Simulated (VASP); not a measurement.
Here is the system:

```yaml
crystal:
  lattice:
    - [-4.04137, 4.04137, 2.03742]
    - [4.04137, -4.04137, 2.03742]
    - [4.04137, 4.04137, -2.03742]
  atoms:
    - { symbol: Sb, position: [0.34829, 0.15171, 0.50000] }
    - { symbol: Sb, position: [0.65171, 0.84829, 0.50000] }
    - { symbol: Sb, position: [0.15171, 0.65171, 0.80342] }
    - { symbol: Sb, position: [0.84829, 0.34829, 0.19658] }
```

The numbers are results of r2SCAN meta-GGA, VASP's PBE PAW potentials (set 64) (plane waves; VASP 6.6.1), not measurements. Numerical set-up: 400 eV cut-off, 9×9×9 Γ-centred mesh, tetrahedra with Blöchl corrections, potentials Sb.

For a metal the tetrahedron method with Blöchl corrections gives inexact stress and forces.

Task: Give the force on each atom (eV/Å).

Result: 
```
atom      Fx      Fy     Fz
----  ------  ------  -----
Sb1    0.045  -0.045  0.000
Sb2   -0.045   0.045  0.000
Sb3    0.045   0.045  0.000
Sb4   -0.045  -0.045  0.000
```

Task: Give the stress tensor in GPa (positive for a compressed cell).

Result: 
```
 0.12   0.00   0.00
 0.00   0.12   0.00
 0.00   0.00  -0.20
```
The pressure is its mean diagonal, 0.01 GPa.

The structure comes from a computed database's Sb entry (I4/mcm); how it stands against other phases isn't given here. It was relaxed first.
